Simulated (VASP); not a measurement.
Data:

```xyz
5
Lattice="3.9525 0.0000 0.0000 0.0000 3.9525 0.0000 0.0000 0.0000 3.9525" Properties=species:S:1:pos:R:3 pbc="T T T"
Ba     0.0000     0.0000     0.0000
Ti     1.9763     1.9763     1.9763
O      1.9763     0.0000     1.9763
O      0.0000     1.9763     1.9763
O      1.9763     1.9763     0.0000
```

Computed with LDA (Ceperley-Alder, Perdew-Zunger), VASP's LDA PAW potentials (set 64) (plane waves; VASP). Run with 520 eV cut-off, Gaussian smearing of 0.050 eV, potentials Ba_sv Ti_sv O.

Unless said otherwise, spin-orbit coupling is left out, though it shifts the bands of the heavy elements here.

Q: Give the energies of bands 12 to 23 at the high-symmetry points, in eV from the valence-band maximum.

A: 
```tsv
band	Γ	X	M	R
12	-2.28	-4.13	-4.44	-4.60
13	-2.28	-2.90	-4.30	-3.99
14	-2.28	-2.90	-4.01	-3.99
15	-1.17	-2.10	-2.89	-2.39
16	-1.17	-2.03	-2.89	-2.39
17	-1.17	-1.91	-1.72	-2.39
18	-0.10	-1.91	-0.84	0.00
19	-0.10	-0.72	-0.84	0.00
20	-0.10	-0.72	-0.10	0.00
21	1.73	1.91	3.66	4.38
22	1.73	3.65	3.66	4.38
23	1.73	3.65	4.08	4.38
```

The gap is indirect, 1.73 eV, from the valence maximum at R to the conduction minimum at Γ.

Measured: gap 3.20 eV (computed value off by -1.47 eV), as given by Yu-ichiro Matsushita et al., Physical Review B (2011), arXiv:1104.2769.

The compound is BaTiO3 in the cubic perovskite structure, the ideal cubic form; the compound distorts at low or room temperature. It was relaxed first.
